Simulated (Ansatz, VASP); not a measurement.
# Cross-check of Pt (ladder Pt chain) between VASP and Ansatz, part 2 of 2

Wanted: the spread between two codes on one cell, functional and k mesh. The cell is taken from a series of runs on this material, whose earlier steps may have relaxed, scaled, displaced or heated it; both programs get it as it stands.

VASP 6.6.1 and Ansatz 0.2.0.

So far: Starting point; Ansatz: single point, r2SCAN.

## (3) VASP: single point, r2SCAN

Level of this step: r2SCAN, spin-polarised from a ferromagnetic start; plane waves and PAW (Pt) (VASP).

The same cell, functional, mesh and smearing now go to VASP, with its own data sets.

Lines of VASP's logs that name or quote its potential files are left out, and so is its time.

Input file INCAR:

```
SYSTEM = Pt
PREC = Accurate
ENCUT = 440
EDIFF = 1E-06
NELM = 200
ISMEAR = -1
SIGMA = 0.05
LREAL = .FALSE.
ALGO = Normal
METAGGA = R2SCAN
LASPH = .TRUE.
NBANDS = 18
ISPIN = 2
MAGMOM = -0.15 -0.15
LMAXMIX = 4
LORBIT = 11
LWAVE = .FALSE.
LCHARG = .FALSE.
ISIF = 2
GGA_COMPAT = .FALSE.
LMIXTAU = .TRUE.
```

Input file POSCAR:

```
Pt
1.0
    9.0000000000      0.0000000000      0.0000000000
    0.0000000000      7.5000000000      0.0000000000
    0.0000000000      0.0000000000      2.4626192791
Pt
2
Direct
    0.3720045850      0.5000000000      0.0000000000
    0.6279954150      0.5000000000      0.5000000000
```

Input file KPOINTS:

```
Automatic mesh
0
Gamma
1 1 33
0 0 0
```

The projector-augmented-wave data sets are Pt (PBE family, release 64).

Launch:

```
$ mpirun -np 1 vasp_std
```

Numbers of over 12 decimals in the logs are rounded to 6 here.

Log:

```text
[banner, memory and clock lines left out]
running    1 mpi-ranks, on    1 nodes
 distrk:  each k-point on    1 cores,    1 groups
 distr:  one band on    1 cores,    1 groups

 POSCAR found type information on POSCAR Pt
 POSCAR found :  1 types and       2 ions
|                                                                             |
|               ----> ADVICE to this user running VASP <----                  |
|                                                                             |
|     You enforced a specific xc type in the INCAR file but a different       |
|     [... a line on the potential file left out ...]
|     I HOPE YOU KNOW WHAT YOU ARE DOING!                                     |
|                                                                             |

 LDA part: xc-table for (None), standard interpolation
 POSCAR, INCAR and KPOINTS ok, starting setup
 FFT: planning ... GRIDC
 FFT: planning ... GRID_SOFT
 FFT: planning ... GRID
 WAVECAR not read
 entering main loop
       N       E                     dE             d eps       ncg     rms          rms(c)
DAV:   1     0.109885489874E+02    0.10989E+02   -0.64919E+03  1224   0.726E+02
DAV:   2    -0.997272829648E+02   -0.11072E+03   -0.10091E+03  1558   0.152E+02
DAV:   3    -0.105990133129E+03   -0.62629E+01   -0.59324E+01  1380   0.395E+01
DAV:   4    -0.106050158928E+03   -0.60026E-01   -0.59958E-01  1438   0.423E+00
DAV:   5    -0.106051239793E+03   -0.10809E-02   -0.10808E-02  1398   0.582E-01    0.117E+01
DAV:   6    -0.101401007750E+03    0.46502E+01   -0.41769E+00  1320   0.145E+01    0.762E+00
DAV:   7    -0.990305180978E+02    0.23705E+01   -0.30284E-01  1266   0.372E+00    0.378E+00
DAV:   8    -0.990261988962E+02    0.43192E-02   -0.29081E-01  1280   0.338E+00    0.109E+00
DAV:   9    -0.982444072891E+02    0.78179E+00   -0.73504E-01  1268   0.471E+00    0.139E+00
DAV:  10    -0.986803732513E+02   -0.43597E+00   -0.31462E-01  1264   0.300E+00    0.290E-01
DAV:  11    -0.987422367397E+02   -0.61863E-01   -0.29336E-02  1246   0.922E-01    0.377E-01
DAV:  12    -0.987450477097E+02   -0.28110E-02   -0.18061E-02  1236   0.783E-01    0.423E-01
DAV:  13    -0.987619028241E+02   -0.16855E-01   -0.65179E-03  1238   0.448E-01    0.218E-01
DAV:  14    -0.987643266983E+02   -0.24239E-02   -0.29443E-03  1284   0.296E-01    0.909E-02
[...]
DAV:  21    -0.987683522285E+02    0.15903E-03   -0.24291E-04  1224   0.128E-01    0.920E-03
DAV:  22    -0.987679244855E+02    0.42774E-03   -0.26412E-04  1228   0.138E-01    0.488E-03
DAV:  23    -0.987678494220E+02    0.75063E-04   -0.12432E-04  1232   0.977E-02    0.200E-03
DAV:  24    -0.987681457342E+02   -0.29631E-03   -0.13095E-04  1232   0.965E-02    0.304E-03
DAV:  25    -0.987682214143E+02   -0.75680E-04   -0.27491E-05  1230   0.414E-02    0.673E-04
DAV:  26    -0.987682233966E+02   -0.19822E-05   -0.46591E-07  1018   0.537E-03    0.100E-03
DAV:  27    -0.987682253303E+02   -0.19338E-05   -0.33689E-07   960   0.449E-03    0.628E-04
DAV:  28    -0.987682255274E+02   -0.19705E-06   -0.25908E-07   960   0.427E-03
   1 F= -.98768226E+02 E0= -.98753407E+02  d E =-.296375E-01  mag=    -0.4049
```

From OUTCAR (step 3):

```text
ion  position               nearest neighbor table
   1  0.372  0.500  0.000-   2 2.61   2 2.61
   2  0.628  0.500  0.500-   1 2.61   1 2.61

  LATTYP: Found a simple orthorhombic cell.
 ALAT       =     2.4626192791
 B/A-ratio  =     3.0455377588
 C/A-ratio  =     3.6546453105

 Subroutine GETGRP returns: Found  8 space group operations
 (whereof  4 operations were pure point group operations)

The static configuration has the point symmetry C_2v.
 The point group associated with its full space group is D_2h.

 Found     17 irreducible k-points:

   k-points           NKPTS =     17   k-points in BZ     NKDIM =     17   number of bands    NBANDS=     18

   dimension x,y,z NGX =    64 NGY =   54 NGZ =   18
   dimension x,y,z NGXF=   128 NGYF=  108 NGZF=   36

   ENCUT  =  440.0 eV  32.34 Ry    5.69 a.u.  15.39 12.83  4.21*2*pi/ulx,y,z

   NELECT =      20.0000    total number of electrons

 k-points in reciprocal lattice and weights: Automatic mesh
   0.00000000  0.00000000  0.00000000       0.030
   0.00000000  0.00000000  0.03030303       0.061
   0.00000000  0.00000000  0.06060606       0.061
   0.00000000  0.00000000  0.09090909       0.061
   0.00000000  0.00000000  0.12121212       0.061
   0.00000000  0.00000000  0.15151515       0.061
   0.00000000  0.00000000  0.18181818       0.061
   0.00000000  0.00000000  0.21212121       0.061
   0.00000000  0.00000000  0.24242424       0.061
[...]
0.00000000  0.00000000  0.45454545       0.061
   0.00000000  0.00000000  0.48484848       0.061

 average (electrostatic) potential at core
       1 -81.3416       2 -81.3416

 E-fermi :  -2.9145

 spin component 1
 k-point     1 :       0.0000    0.0000    0.0000
  band No.  band energies     occupation
    ...
      4      -5.9344      1.00000
      5      -4.9613      1.00000
      6      -4.0680      1.00000
      7      -3.8722      1.00000
      8      -3.7374      1.00000
      9      -2.8703      0.29234
     10      -2.4831      0.00018
     11      -2.1298      0.00000
     12      -1.7520      0.00000
     13       0.0417      0.00000
    ...

 k-point     2 :       0.0000    0.0000    0.0303
  band No.  band energies     occupation
    ...
      4      -5.9258      1.00000
      5      -4.9496      1.00000
      6      -4.0824      1.00000
      7      -3.9574      1.00000
      8      -3.7443      1.00000
      9      -2.7778      0.06095
     10      -2.5284      0.00044
     11      -2.2251      0.00000
     12      -1.8694      0.00000
     13       0.1323      0.00000
    ...

 k-point     3 :       0.0000    0.0000    0.0606
  band No.  band energies     occupation
    ...
      4      -5.9007      1.00000
      5      -4.9145      1.00000
      6      -4.2682      1.00000
      7      -4.0002      1.00000
      8      -3.7691      1.00000
      9      -2.6534      0.00537
     10      -2.5686      0.00099
     11      -2.4724      0.00014
     12      -2.1538      0.00000
     13       0.3675      0.00000
    ...

 k-point     4 :       0.0000    0.0000    0.0909
  band No.  band energies     occupation
    ...
      4      -5.8608      1.00000
      5      -4.8565      1.00000
      6      -4.5769      1.00000
      7      -3.9677      1.00000
      8      -3.8259      1.00000
      9      -2.8265      0.14658
     10      -2.8044      0.09943
     11      -2.5049      0.00028
     12      -2.3192      0.00001
     13       0.6863      0.00000
    ...

 k-point     5 :       0.0000    0.0000    0.1212
  band No.  band energies     occupation
    ...
      6      -4.7762      1.00000
      7      -3.9410      1.00000
      8      -3.9156      1.00000
      9      -3.1717      0.99419
     10      -2.9995      0.84546
     11      -2.8624      0.26063
     12      -2.0577      0.00000
     13       1.0500      0.00000
     14       1.1950      0.00000
     15       3.5837      0.00000
    ...

 k-point     6 :       0.0000    0.0000    0.1515
  band No.  band energies     occupation
    ...
      7      -4.1383      1.00000
      8      -3.8508      1.00000
      9      -3.5422      1.00000
     10      -3.1900      0.99597
     11      -3.1275      0.98605
     12      -1.7910      0.00000
     13       1.4410      0.00000
     14       1.5901      0.00000
     15       3.7986      0.00000
     16       3.9245      0.00000
    ...

  Total       -0.0465955     -0.1261409      0.1661709      0.0000000      0.0000000      0.0000000
  in kB       -0.4491104     -1.2158093      1.6016388      0.0000000      0.0000000      0.0000000
  external PRESSURE =      -0.0210937 kB  Pullay stress =       0.0000000 kB

  energy-cutoff  :      440.00
  volume of cell :      166.23
      direct lattice vectors                 reciprocal lattice vectors
     9.000000000  0.000000000  0.000000000     0.111111111  0.000000000  0.000000000
     0.000000000  7.500000000  0.000000000     0.000000000  0.133333333  0.000000000
     0.000000000  0.000000000  2.462619279     0.000000000  0.000000000  0.406071701

 POSITION                                       TOTAL-FORCE (eV/Angst)
 -----------------------------------------------------------------------------------
      3.34804      3.75000      0.00000        -0.008818      0.000000      0.000000
      5.65196      3.75000      1.23131         0.008818      0.000000      0.000000
 -----------------------------------------------------------------------------------
    total drift:                                0.000000     -0.000000      0.000000

  FREE ENERGIE OF THE ION-ELECTRON SYSTEM (eV)
  ---------------------------------------------------
  free  energy   TOTEN  =       -98.7682255274 eV

  energy  without entropy=      -98.7385880482  energy(sigma->0) =      -98.75340679

 total charge
# of ion       s       p       d       tot
------------------------------------------
    1        0.733   0.349   8.063   9.145
    2        0.733   0.349   8.063   9.145
--------------------------------------------------
tot          1.467   0.698  16.126  18.291

 magnetization (x)
# of ion       s       p       d       tot
------------------------------------------
    1       -0.024  -0.012  -0.135  -0.171
    2       -0.024  -0.012  -0.135  -0.171
--------------------------------------------------
tot         -0.048  -0.024  -0.270  -0.343

[... 6 further parts left out ...]
```

SCAN-type functionals tend to overstate the moments of itinerant magnets.

## (4) Comparison

Known differences besides the potentials themselves: VASP starts from the moments at which Ansatz ended; VASP keeps PBE cores, Ansatz makes them for the functional; the data sets hold 36 valence electrons in Ansatz (on its default PAW (the set named soft_2) files) and 20 in VASP; the cutoff is 500 eV in Ansatz and 440 eV in VASP; site moments are counted in spheres of each program's own size. Total energies have different zeros and are not compared.

Compared:

```
          quantity  Ansatz   VASP  difference
 total moment (μB)   -0.45  -0.40       -0.04
moment on Pt1 (μB)   -0.15  -0.17       +0.02
moment on Pt2 (μB)   -0.15  -0.17       +0.02
```

## (5) Results

```
difference in total moment (single point, r2SCAN) : -0.043 μB
```

**Reading.** The difference in total moment is -0.043 μB (single point, r2SCAN). The data sets hold unlike numbers of valence electrons (36 in Ansatz and 20 in VASP), so part of the differences comes from the potentials. How closely two codes agree says nothing of how well the functional describes the real material.

[Lines on the potential files, build, host, timing and source positions are cut from VASP's logs without a mark.]

[Logs are printed without paths, hosts, clocks, repeated set-up lines and the standing remarks that a program may print on its own settings, such as how far it seeks lower states.]

[Hosts, paths, dates, database ids (printed as entryN), source tags and the programs' standing remarks are cut or masked in the printed files.]
